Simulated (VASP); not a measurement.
These are PBEsol GGA, VASP's PBE PAW potentials (set 64) (plane waves; VASP) values and carry that method's errors.

VASP ran on this input.

INCAR:
```
SYSTEM = SrO
PREC = Normal
ENCUT = 450
EDIFF = 1E-5
NELM = 100
ALGO = Fast
LREAL = .FALSE.
LASPH = .TRUE.
ISMEAR = 0
SIGMA = 0.05
GGA = PS
LMAXMIX = 4
LWAVE = .FALSE.
LCHARG = .FALSE.
NELMIN = 4
IBRION = 2
ISIF = 2
NSW = 20
EDIFFG = -0.03
```

File POSCAR:
```
SrO
1.0
  0.0000000000   2.5670213408   2.5670213408
  2.5670213408   0.0000000000   2.5670213408
  2.5670213408   2.5670213408   0.0000000000
Sr O
1 1
Cartesian
  0.0000000000   0.0000000000   0.0000000000
  2.5670213408   2.5670213408   2.5670213408
```

KPOINTS:
```
Automatic mesh
0
Gamma
10 10 10
0 0 0
```

POTCAR, in this order: Sr_sv O (PBE.64 set). Program: vasp_std.

The run wrote:

OSZICAR:
```
       N       E                     dE             d eps       ncg     rms          rms(c)
DAV:   1     0.673153724434E+02    0.67315E+02   -0.80540E+03  1144   0.115E+03
DAV:   2    -0.114478620607E+02   -0.78763E+02   -0.71617E+02  1516   0.236E+02
DAV:   3    -0.145295697371E+02   -0.30817E+01   -0.30604E+01  1512   0.452E+01
DAV:   4    -0.146107857387E+02   -0.81216E-01   -0.81205E-01  1484   0.692E+00
DAV:   5    -0.146128928334E+02   -0.21071E-02   -0.21070E-02  1540   0.857E-01    0.176E+01
RMM:   6    -0.127343967208E+02    0.18785E+01   -0.73600E+00  1128   0.155E+01    0.176E+01
RMM:   7    -0.126525030637E+02    0.81894E-01   -0.58056E-01  1192   0.478E+00    0.128E+01
RMM:   8    -0.126460102028E+02    0.64929E-02   -0.28331E-01  1219   0.531E+00    0.430E+00
RMM:   9    -0.126389430733E+02    0.70671E-02   -0.82029E-02  1252   0.177E+00    0.372E-01
RMM:  10    -0.126423893371E+02   -0.34463E-02   -0.29070E-02  1339   0.697E-01    0.722E-01
RMM:  11    -0.126424759838E+02   -0.86647E-04   -0.49033E-03  1315   0.393E-01    0.150E-01
RMM:  12    -0.126426844223E+02   -0.20844E-03   -0.16634E-03  1331   0.208E-01    0.308E-01
RMM:  13    -0.126426581947E+02    0.26228E-04   -0.67838E-04  1280   0.158E-01    0.473E-02
RMM:  14    -0.126426941722E+02   -0.35978E-04   -0.38632E-04  1208   0.710E-02    0.220E-02
RMM:  15    -0.126427029101E+02   -0.87379E-05   -0.88316E-05   983   0.433E-02
   1 F= -.12642703E+02 E0= -.12642703E+02  d E =-.126427E+02
```

### OUTCAR
```
------------------------ aborting loop because EDIFF is reached ----------------------------------------
  FORCE on cell =-STRESS in cart. coord.  units (eV):
  Direction    XX          YY          ZZ          XY          YZ          ZX
  --------------------------------------------------------------------------------------
  Total       -0.1678378     -0.1678378     -0.1678378      0.0000000     -0.0000000     -0.0000000
  in kB       -7.9484406     -7.9484406     -7.9484406      0.0000000     -0.0000000     -0.0000000
  external PRESSURE =      -7.9484406 kB  Pullay stress =       0.0000000 kB
  volume of cell :       33.83
      direct lattice vectors                 reciprocal lattice vectors
     0.000000000  2.567021341  2.567021341    -0.194778279  0.194778279  0.194778279
     2.567021341  0.000000000  2.567021341     0.194778279 -0.194778279  0.194778279
     2.567021341  2.567021341  0.000000000     0.194778279  0.194778279 -0.194778279
  FREE ENERGIE OF THE ION-ELECTRON SYSTEM (eV)
  ---------------------------------------------------
  free  energy   TOTEN  =       -12.6427029101 eV

  energy  without entropy=      -12.6427029101  energy(sigma->0) =      -12.64270291

 reached required accuracy - stopping structural energy minimisation
```
(Selected blocks of OUTCAR.)

File OUTCAR:
```
 val. band max:        1.5104901450   @ k =   0.0000   0.0000   0.0000

 cond. band min:       4.6627637086   @ k =   0.5000   0.5000   0.0000


 Fermi energy:         1.8043905549

 k-point     1 :       0.0000    0.0000    0.0000
  band No.  band energies     occupation
      1     -30.7117      2.00000
      2     -13.4902      2.00000
      3     -12.3587      2.00000
      4     -12.3587      2.00000
      5     -12.3587      2.00000
      6       1.5104      2.00000
      7       1.5105      2.00000
      8       1.5105      2.00000
      9       5.3693      0.00000
     10       7.6825      0.00000
     11       7.6825      0.00000
     12       7.6825      0.00000

 k-point     2 :       0.1000    0.0000    0.0000
  band No.  band energies     occupation
      1     -30.6981      2.00000
      2     -13.7465      2.00000
      3     -12.3669      2.00000
      4     -12.3669      2.00000
      5     -12.1358      2.00000
      6       1.1905      2.00000
      7       1.3768      2.00000
      8       1.3769      2.00000
      9       5.8441      0.00000
     10       7.5639      0.00000
     11       7.8833      0.00000
     12       7.8833      0.00000

 k-point     3 :       0.2000    0.0000    0.0000
  band No.  band energies     occupation
      1     -30.6623      2.00000
      2     -14.2119      2.00000
      3     -12.3884      2.00000
      4     -12.3884      2.00000
      5     -11.7576      2.00000
      6       0.5291      2.00000
      7       1.0550      2.00000
      8       1.0551      2.00000
      9       6.9470      0.00000
     10       7.4493      0.00000
     11       8.4516      0.00000
     12       8.4516      0.00000

 k-point     4 :       0.3000    0.0000    0.0000
  band No.  band energies     occupation
      1     -30.6175      2.00000
      2     -14.6394      2.00000
      3     -12.4146      2.00000
      4     -12.4146      2.00000
      5     -11.4389      2.00000
      6      -0.1167      2.00000
...
```

At this cut-off the stress carries a Pulay error, which pulls relaxed volumes low.

The compound is SrO in the rock salt structure. It was relaxed first.
